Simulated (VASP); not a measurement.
Data:

```
NiO
1.0
    4.16727     2.08213     2.08213
    2.08213     4.16727     2.08213
    2.08213     2.08213     4.16727
Ni O
2 2
Cartesian
  0.00000   0.00000   0.00000
  4.16577   4.16577   4.16577
  2.08288   2.08288   2.08288
  6.24865   6.24865   6.24865
```
Starting moments (μB, in the order of the record's atoms Ni Ni O O): 1.3 -1.3 0.0 0.0.

Level of theory: PBE GGA with D3 dispersion (Becke-Johnson damping), VASP's PBE PAW potentials (set 64) (plane waves; VASP 6.6.1). Run with 520 eV cut-off, Gaussian smearing of 0.050 eV, potentials Ni O.

Q: What does the run give for the cell moment, band gap (along the path) with the smallest direct gap where there is one?

A: 
The band gap (along the path) is 1.21 eV. The smallest direct gap (along the path) comes out as 1.37 eV and the cell moment comes out as 0.00 μB.

The absolute energy has meaning only against runs of the same code, potentials and settings.

The compound is NiO in the rock salt, AFM-II order structure. It was relaxed first.
